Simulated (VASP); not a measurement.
Output of a VASP run:

### OSZICAR
```
       N       E                     dE             d eps       ncg     rms          rms(c)
DAV:   1     0.187137989615E+03    0.18714E+03   -0.15538E+04  1584   0.170E+03
DAV:   2    -0.245794413747E+02   -0.21172E+03   -0.20638E+03  1680   0.348E+02
DAV:   3    -0.434751280990E+02   -0.18896E+02   -0.18831E+02  1902   0.111E+02
DAV:   4    -0.438436889448E+02   -0.36856E+00   -0.36828E+00  1890   0.162E+01
DAV:   5    -0.438501471052E+02   -0.64582E-02   -0.64576E-02  1932   0.205E+00    0.105E+01
DAV:   6    -0.396685577980E+02    0.41816E+01   -0.36508E+00  1890   0.528E+01    0.941E+00
DAV:   7    -0.370324463701E+02    0.26361E+01   -0.11897E+00  1644   0.132E+01    0.450E+00
DAV:   8    -0.377991371076E+02   -0.76669E+00   -0.93654E-01  1656   0.692E+00    0.159E+00
DAV:   9    -0.377065617660E+02    0.92575E-01   -0.18462E-01  1632   0.392E+00    0.101E+00
DAV:  10    -0.376168912508E+02    0.89671E-01   -0.94630E-02  1608   0.282E+00    0.488E-01
DAV:  11    -0.376958144219E+02   -0.78923E-01   -0.69948E-02  1596   0.240E+00    0.163E-01
DAV:  12    -0.376972151685E+02   -0.14007E-02   -0.18414E-02  1776   0.109E+00    0.112E-01
DAV:  13    -0.377007057935E+02   -0.34906E-02   -0.20187E-03  1998   0.354E-01    0.376E-02
DAV:  14    -0.377024679932E+02   -0.17622E-02   -0.89979E-03  1626   0.864E-01    0.613E-02
DAV:  15    -0.377057193118E+02   -0.32513E-02   -0.18523E-03  1662   0.447E-01    0.405E-02
DAV:  16    -0.377059415502E+02   -0.22224E-03   -0.32805E-04  1788   0.137E-01    0.443E-03
DAV:  17    -0.377059693740E+02   -0.27824E-04   -0.10138E-05  1272   0.300E-02    0.773E-03
DAV:  18    -0.377059635232E+02    0.58508E-05   -0.56386E-06  1152   0.208E-02
   1 F= -.37705964E+02 E0= -.37705964E+02  d E =-.377060E+02
```

### OUTCAR
```
------------------------ aborting loop because EDIFF is reached ----------------------------------------
  FORCE on cell =-STRESS in cart. coord.  units (eV):
  Direction    XX          YY          ZZ          XY          YZ          ZX
  --------------------------------------------------------------------------------------
  Total       -0.1491260     -0.1491260     -0.1757056      0.0000000     -0.0000000      0.0000000
  in kB       -3.0483660     -3.0483659     -3.5916936      0.0000000     -0.0000000      0.0000000
  external PRESSURE =      -3.2294752 kB  Pullay stress =       0.0000000 kB
  volume of cell :       78.38
      direct lattice vectors                 reciprocal lattice vectors
     3.808334798  0.000000000  0.000000000     0.262581956  0.151601765  0.000000000
    -1.904167399  3.298114639  0.000000000     0.000000000  0.303203530  0.000000000
     0.000000000  0.000000000  6.240163627     0.000000000  0.000000000  0.160252208
  FREE ENERGIE OF THE ION-ELECTRON SYSTEM (eV)
  ---------------------------------------------------
  free  energy   TOTEN  =       -37.7059635232 eV

  energy  without entropy=      -37.7059635232  energy(sigma->0) =      -37.70596352

 reached required accuracy - stopping structural energy minimisation
```
(Selected blocks of OUTCAR.)

### POSCAR
```
ZnS
1
    3.8083347975     0.0000000000     0.0000000000
   -1.9041673988     3.2981146387     0.0000000000
    0.0000000000     0.0000000000     6.2401636269
Zn S
2 2
Direct
  0.3333330000   0.6666670000   0.0000000000
  0.6666670000   0.3333330000   0.5000000000
  0.3333330000   0.6666670000   0.3750000000
  0.6666670000   0.3333330000   0.8750000000
```

Problem. Write an INCAR and KPOINTS that could have produced this output.

Solution. This is not unique; one that fits is the input of the run itself, r2SCAN meta-GGA, plane waves, VASP's PBE PAW potentials (set 64).

KPOINTS:
```
Automatic mesh
0
Gamma
9 9 5
0 0 0
```

INCAR:
```
SYSTEM = ZnS
PREC = Normal
ENCUT = 400
EDIFF = 1E-5
NELM = 100
ALGO = Normal
LREAL = .FALSE.
LASPH = .TRUE.
ISMEAR = 0
SIGMA = 0.05
METAGGA = R2SCAN
LMIXTAU = .TRUE.
LMAXMIX = 4
LWAVE = .FALSE.
LCHARG = .FALSE.
NELMIN = 4
IBRION = 2
ISIF = 2
NSW = 20
EDIFFG = -0.03
```

POTCAR, in this order: Zn S (PBE.64 set). Program: vasp_std.

The compound is ZnS in the wurtzite structure, the high-temperature form. It was relaxed first.
